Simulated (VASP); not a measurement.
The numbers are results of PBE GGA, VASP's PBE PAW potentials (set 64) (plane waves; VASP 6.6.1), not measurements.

The input files of a VASP run:

File POSCAR:
```
GaN
3.1961230
  0.0000000000   0.7071067040   0.7071067040
  0.7071067040   0.0000000000   0.7071067040
  0.7071067040   0.7071067040   0.0000000000
Ga N
1 1
Cart
  0.0000000000   0.0000000000   0.0000000000
  0.3535533520   0.3535533520   0.3535533520
```

### KPOINTS
```
Regular mesh
0
G
  9 9 9
0 0 0
```

**INCAR**
```
SYSTEM = GaN
PREC = Accurate
ENCUT = 520
EDIFF = 1E-6
NELM = 100
ALGO = Normal
LREAL = .FALSE.
LASPH = .TRUE.
ISMEAR = 0
SIGMA = 0.05
GGA = PE
LMAXMIX = 4
LWAVE = .FALSE.
LCHARG = .FALSE.
ISIF = 2
NBANDS = 10
```

POTCAR, in this order: Ga_d N (PBE.64 set). Program: vasp_std.

Output

**OUTCAR**
```
 ion  position               nearest neighbor table
   1  0.000  0.000  0.000-   2 1.96   2 1.96   2 1.96   2 1.96
   2  0.250  0.250  0.250-   1 1.96   1 1.96   1 1.96   1 1.96
  LATTYP: Found a face centered cubic cell.
 ALAT       =     4.5200000000
 Subroutine PRICEL returns:
 Original cell was already a primitive cell.
 Subroutine GETGRP returns: Found 24 space group operations
The static configuration has the point symmetry T_d .
The dynamic configuration has the point symmetry T_d .
 Subroutine INISYM returns: Found 24 space group operations
 Subroutine IBZKPT returns following result:
 Found     35 irreducible k-points:

 Following reciprocal coordinates:
            Coordinates               Weight
  0.000000  0.000000  0.000000      1.000000
  0.111111  0.000000  0.000000      8.000000
  0.222222  0.000000  0.000000      8.000000
  0.333333  0.000000  0.000000      8.000000
  0.444444  0.000000  0.000000      8.000000
  0.111111  0.111111  0.000000      6.000000
  0.222222  0.111111  0.000000     24.000000
  0.333333  0.111111  0.000000     24.000000
  0.444444  0.111111  0.000000     24.000000
...
```

File OSZICAR:
```
       N       E                     dE             d eps       ncg     rms          rms(c)
DAV:   1     0.885941859320E+02    0.88594E+02   -0.10462E+04   716   0.327E+03
DAV:   2    -0.392669538593E+01   -0.92521E+02   -0.90014E+02   778   0.362E+02
DAV:   3    -0.136832214014E+02   -0.97565E+01   -0.96400E+01   804   0.105E+02
DAV:   4    -0.141228401894E+02   -0.43962E+00   -0.43916E+00   864   0.208E+01
DAV:   5    -0.141350989407E+02   -0.12259E-01   -0.12256E-01   874   0.284E+00    0.768E+00
DAV:   6    -0.121371750877E+02    0.19979E+01   -0.10614E+01  1096   0.629E+01    0.270E+00
DAV:   7    -0.121562965006E+02   -0.19121E-01   -0.45035E-01   740   0.104E+01    0.174E+00
DAV:   8    -0.121526026118E+02    0.36939E-02   -0.88722E-02   866   0.649E+00    0.574E-01
DAV:   9    -0.121482491337E+02    0.43535E-02   -0.35187E-02  1108   0.541E+00    0.176E-01
DAV:  10    -0.121484214562E+02   -0.17232E-03   -0.23561E-03   876   0.859E-01    0.207E-02
DAV:  11    -0.121484575161E+02   -0.36060E-04   -0.16766E-04   822   0.186E-01    0.166E-02
DAV:  12    -0.121484607075E+02   -0.31915E-05   -0.14130E-05   894   0.132E-01    0.475E-03
DAV:  13    -0.121484605556E+02    0.15197E-06   -0.13449E-06   468   0.323E-02
   1 F= -.12148461E+02 E0= -.12148461E+02  d E =-.809512E-15
```

File OUTCAR:
```
------------------------ aborting loop because EDIFF is reached ----------------------------------------
  FORCE on cell =-STRESS in cart. coord.  units (eV):
  Direction    XX          YY          ZZ          XY          YZ          ZX
  --------------------------------------------------------------------------------------
  Total        0.4992966      0.4992966      0.4992966      0.0000000      0.0000000      0.0000000
  in kB       34.6508492     34.6508492     34.6508492      0.0000000      0.0000000      0.0000000
  external PRESSURE =      34.6508492 kB  Pullay stress =       0.0000000 kB
  volume of cell :       23.09
      direct lattice vectors                 reciprocal lattice vectors
     0.000000000  2.260000000  2.260000000    -0.221238938  0.221238938  0.221238938
     2.260000000  0.000000000  2.260000000     0.221238938 -0.221238938  0.221238938
     2.260000000  2.260000000  0.000000000     0.221238938  0.221238938 -0.221238938
  FREE ENERGIE OF THE ION-ELECTRON SYSTEM (eV)
  ---------------------------------------------------
  free  energy   TOTEN  =       -12.1484605556 eV

  energy  without entropy=      -12.1484605556  energy(sigma->0) =      -12.14846056
```
(Selected blocks of OUTCAR.)

The compound is GaN in the zinc blende structure, a metastable form; wurtzite is the usual one. The cell was not relaxed at this level. The run is one of a series of settings (NBANDS = 10 against the base run), some of them coarse on purpose.
